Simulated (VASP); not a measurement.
Level of theory: MS2 meta-GGA, VASP's PBE PAW potentials (set 64) (plane waves; VASP 6.6.1).

Input for VASP

File POSCAR:
```
Ba
1
   -2.5100000000     2.5100000000     2.5100000000
    2.5100000000    -2.5100000000     2.5100000000
    2.5100000000     2.5100000000    -2.5100000000
Ba
1
Direct
  0.0000000000   0.0000000000   0.0000000000
```

### INCAR
```
SYSTEM = Ba
PREC = Accurate
ENCUT = 520
EDIFF = 1E-6
NELM = 100
ALGO = Normal
LREAL = .FALSE.
LASPH = .TRUE.
ISMEAR = 1
SIGMA = 0.1
METAGGA = MS2
LMIXTAU = .TRUE.
LMAXMIX = 4
LWAVE = .FALSE.
LCHARG = .FALSE.
IBRION = 2
ISIF = 3
NSW = 60
EDIFFG = -0.01
```

### KPOINTS
```
Regular mesh
0
G
  9 9 9
0 0 0
```

POTCAR, in this order: Ba_sv (PBE.64 set). Program: vasp_std.

**Question.** What will the output report for the number of irreducible k-points (NKPTS), largest plane-wave count, number of space-group operations, FFT grid (NGX, NGY, NGZ)?

**Answer.** 
| Property | Value |
|---|---|
| number of irreducible k-points (NKPTS) | 35 |
| largest plane-wave count | 1722 |
| number of space-group operations | 48 |
| FFT grid (NGX, NGY, NGZ) | 32 × 32 × 32 |

The compound is Ba in the bcc structure. This run relaxes it. Symmetry was kept, so distortions that lower it aren't found.
